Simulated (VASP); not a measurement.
An input for Ansatz (written as the equivalent of a VASP run, and not itself run):

Ansatz 0.2 input:
```yaml
crystal:
  lattice:
    - [0.0000000, 3.1606162, 3.1606162]
    - [3.1606162, 0.0000000, 3.1606162]
    - [3.1606162, 3.1606162, 0.0000000]
  atoms:
    - { symbol: Ba, position: [0.0000000, 0.0000000, 0.0000000] }
    - { symbol: F, position: [0.2500000, 0.2500000, 0.2500000] }
    - { symbol: F, position: [0.7500000, 0.7500000, 0.7500000] }
kpoints:
  mp_grid: { grid: [6, 6, 6] }
hamiltonian:
  xc: r2scan
  dispersion: rvv10
  pseudopotentials: { kind: paw }
scf:
  occupations: { method: gaussian, width: 0.05 }
  max_iter: 100
output: { forces: true, stress: true, eigenvalues: true }
```

Translate this input to VASP (INCAR, KPOINTS, POSCAR, choice of POTCAR).

This is not unique; one that fits is 
**INCAR**
```
! general
SYSTEM   = BaF2
PREC     = Accurate
ENCUT    = 520
LREAL    = F
LASPH    = T

! electronic loop
EDIFF    = 1E-7
NELM     = 100
ALGO     = Normal
LMAXMIX  = 4
LMIXTAU  = T

! smearing
ISMEAR   = 0
SIGMA    = 0.05

! functional
METAGGA  = R2SCAN
LUSE_VDW = T
BPARAM   = 11.95
CPARAM   = 0.0093

! ions
ISIF     = 2

! output
LWAVE    = F
LCHARG   = F
```

File POSCAR:
```
BaF2
1
    0.0000000000     3.1606161709     3.1606161709
    3.1606161709     0.0000000000     3.1606161709
    3.1606161709     3.1606161709     0.0000000000
Ba F
1 2
Direct
  0.0000000000   0.0000000000   0.0000000000
  0.2500000000   0.2500000000   0.2500000000
  0.7500000000   0.7500000000   0.7500000000
```

KPOINTS:
```
Automatic mesh
0
Gamma
6 6 6
0 0 0
```

POTCAR, in this order: Ba_sv F (PBE.64 set). Program: vasp_std.

Limits of the translation: each code has its own PAW files, so the cut-off isn't converted (ENCUT is set for VASP's; basis.ecutwfc is left out, and Ansatz then takes the one that its files recommend); Ansatz stops its SCF on the density residual and VASP on the energy change (EDIFF).

The compound is BaF2 in the fluorite structure. This cell is one point of a volume scan, at 1.06 of the reference volume.
